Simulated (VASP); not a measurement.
Method: PBE GGA, VASP's PBE PAW potentials (set 64) (plane waves; VASP).

Input for VASP

**INCAR**
```
SYSTEM = La2O3
PREC = Accurate
ENCUT = 520
EDIFF = 1E-7
NELM = 100
ALGO = Normal
LREAL = .FALSE.
LASPH = .TRUE.
ISMEAR = -5
GGA = PE
LMAXMIX = 6
LWAVE = .FALSE.
LCHARG = .TRUE.
LORBIT = 11
NEDOS = 601
ISIF = 2
LEFG = .TRUE.
```

File KPOINTS:
```
Regular mesh
0
G
 7 7 4
0 0 0
```

POSCAR:
```
La2O3
1
    1.9688826920    -3.4102047660     0.0000000000
    1.9688826920     3.4102047660    -0.0000000000
    0.0000000000     0.0000000000     6.1839676993
La O
2 3
Direct
  0.3333330000   0.6666670000   0.2472692539
  0.6666670000   0.3333330000   0.7527307461
  0.0000000000   0.0000000000   1.0000000000
  0.3333330000   0.6666670000   0.6457762275
  0.6666670000   0.3333330000   0.3542237725
```

POTCAR, in this order: La O (PBE.64 set). Program: vasp_std.

What VASP printed:

**OSZICAR**
```
       N       E                     dE             d eps       ncg     rms          rms(c)
DAV:   1     0.477990975524E+03    0.47799E+03   -0.15748E+04  1352   0.254E+03
DAV:   2     0.915712668164E+02   -0.38642E+03   -0.38085E+03  1992   0.405E+02
DAV:   3    -0.289214999097E+02   -0.12049E+03   -0.11949E+03  2496   0.219E+02
DAV:   4    -0.465864514157E+02   -0.17665E+02   -0.17656E+02  2384   0.904E+01
DAV:   5    -0.475570461286E+02   -0.97059E+00   -0.97027E+00  2552   0.253E+01    0.149E+01
DAV:   6    -0.419006428431E+02    0.56564E+01   -0.52320E+01  2064   0.438E+01    0.766E+00
DAV:   7    -0.418249978042E+02    0.75645E-01   -0.57179E+00  2520   0.251E+01    0.354E+00
DAV:   8    -0.418181914128E+02    0.68064E-02   -0.48612E-01  2368   0.619E+00    0.140E+00
DAV:   9    -0.418219734210E+02   -0.37820E-02   -0.72650E-02  2408   0.246E+00    0.415E-01
DAV:  10    -0.418242806680E+02   -0.23072E-02   -0.44761E-02  2256   0.145E+00    0.220E-01
DAV:  11    -0.418249074910E+02   -0.62682E-03   -0.16418E-02  2312   0.964E-01    0.147E-01
DAV:  12    -0.418250432504E+02   -0.13576E-03   -0.29836E-03  2272   0.413E-01    0.547E-02
DAV:  13    -0.418250983246E+02   -0.55074E-04   -0.12190E-03  2304   0.234E-01    0.267E-02
DAV:  14    -0.418251012640E+02   -0.29395E-05   -0.15586E-04  2344   0.109E-01    0.321E-03
DAV:  15    -0.418251020610E+02   -0.79695E-06   -0.11301E-05  2328   0.317E-02    0.270E-03
DAV:  16    -0.418251019977E+02    0.63316E-07   -0.16474E-06  2384   0.113E-02    0.136E-03
DAV:  17    -0.418251020113E+02   -0.13633E-07   -0.13089E-07  1408   0.422E-03
   1 F= -.41825102E+02 E0= -.41825102E+02  d E =0.000000E+00
```

OUTCAR:
```
------------------------ aborting loop because EDIFF is reached ----------------------------------------
  FORCE on cell =-STRESS in cart. coord.  units (eV):
  Direction    XX          YY          ZZ          XY          YZ          ZX
  --------------------------------------------------------------------------------------
  Total       -0.0102740     -0.0102740     -0.0361407     -0.0000000     -0.0000000      0.0000000
  in kB       -0.1982229     -0.1982229     -0.6972839     -0.0000000     -0.0000000      0.0000000
  external PRESSURE =      -0.3645766 kB  Pullay stress =       0.0000000 kB
  volume of cell :       83.04
      direct lattice vectors                 reciprocal lattice vectors
     1.968882692 -3.410204766  0.000000000     0.253951138 -0.146618762  0.000000000
     1.968882692  3.410204766  0.000000000     0.253951138  0.146618762  0.000000000
     0.000000000  0.000000000  6.183967699     0.000000000  0.000000000  0.161708477
 POSITION                                       TOTAL-FORCE (eV/Angst)
 -----------------------------------------------------------------------------------
      1.96888      1.13674      1.52911        -0.000000     -0.000000     -0.001447
      1.96888     -1.13674      4.65486         0.000000      0.000000      0.001447
      0.00000      0.00000      0.00000        -0.000000     -0.000000      0.000000
      1.96888      1.13674      3.99346        -0.000000      0.000000     -0.018990
      1.96888     -1.13674      2.19051         0.000000     -0.000000      0.018990
 -----------------------------------------------------------------------------------
    total drift:                               -0.000000      0.000000      0.000000
  FREE ENERGIE OF THE ION-ELECTRON SYSTEM (eV)
  ---------------------------------------------------
  free  energy   TOTEN  =       -41.8251020113 eV

  energy  without entropy=      -41.8251020113  energy(sigma->0) =      -41.82510201

 total charge

# of ion       s       p       d       f       tot
--------------------------------------------------
    1        2.018   5.696   0.634   0.239   8.587
    2        2.018   5.696   0.634   0.239   8.587
    3        1.556   3.374   0.000   0.000   4.930
    4        1.569   3.461   0.000   0.000   5.030
    5        1.569   3.461   0.000   0.000   5.030
--------------------------------------------------
tot          8.731  21.687   1.268   0.478  32.164

 Electric field gradients after diagonalization (V/A^2)
 (convention: |V_zz| > |V_xx| > |V_yy|)
----------------------------------------------------------------------
 ion       V_xx      V_yy      V_zz     asymmetry (V_yy - V_xx)/ V_zz
----------------------------------------------------------------------
   1     -55.401   -55.399   110.801       0.000
   2     -55.401   -55.399   110.801       0.000
   3       4.389     4.389    -8.778       0.000
   4      -4.116    -4.116     8.232       0.000
   5      -4.116    -4.116     8.232       0.000
```
(Selected blocks of OUTCAR.)

The compound is La2O3 in the a-type structure. It was relaxed first.
